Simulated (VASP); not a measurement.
An input for Ansatz (written as the equivalent of a VASP run, and not itself run):

Ansatz 0.2 input:
```yaml
crystal:
  lattice:
    - [2.7745769, 0.0000000, 0.0000000]
    - [0.0000000, 2.7745769, 0.0000000]
    - [0.0000000, 0.0000000, 2.7745769]
  atoms:
    - { symbol: Al, position: [0.5000000, 0.5000000, 0.5000000] }
    - { symbol: Ni, position: [0.0000000, 0.0000000, 0.0000000] }
kpoints:
  mp_grid: { grid: [13, 13, 13] }
hamiltonian:
  xc: pbesol
  pseudopotentials: { kind: paw }
scf:
  occupations: { method: methfessel_paxton, width: 0.1 }
  max_iter: 100
relax:
  max_steps: 40
  f_tol: 0.02
  cell: { p_target: 30 }
output: { forces: true, stress: true, eigenvalues: true }
```

Q: Write the VASP files for the same calculation (PBEsol).

A: Several could match; the one computed here: 
### INCAR
```
# general
SYSTEM  = NiAl
PREC    = Accurate
ENCUT   = 500
LREAL   = .False.
LASPH   = .True.

# electronic loop
EDIFF   = 1E-6
NELM    = 100
ALGO    = Normal
LMAXMIX = 4

# smearing
ISMEAR  = 1
SIGMA   = 0.1

# functional
GGA     = PS

# ions
IBRION  = 2
NSW     = 40
ISIF    = 3
EDIFFG  = -0.02
PSTRESS = 300

# output
LWAVE   = .False.
LCHARG  = .False.
```

File POSCAR:
```
NiAl
1
    2.7745768688     0.0000000000     0.0000000000
    0.0000000000     2.7745768688     0.0000000000
    0.0000000000     0.0000000000     2.7745768688
Al Ni
1 1
Direct
  0.5000000000   0.5000000000   0.5000000000
  0.0000000000   0.0000000000   0.0000000000
```

File KPOINTS:
```
Automatic mesh
0
Gamma
13 13 13
0 0 0
```

POTCAR, in this order: Al Ni (PBE.64 set). Program: vasp_std.

Limits of the translation: each code has its own PAW files, so the cut-off isn't converted (ENCUT is set for VASP's; basis.ecutwfc is left out, and Ansatz then takes the one that its files recommend); Ansatz stops its SCF on the density residual and VASP on the energy change (EDIFF).

The compound is NiAl in the CsCl type structure. This run relaxes it under an external pressure of 30 GPa. Symmetry was kept, so distortions that lower it aren't found.
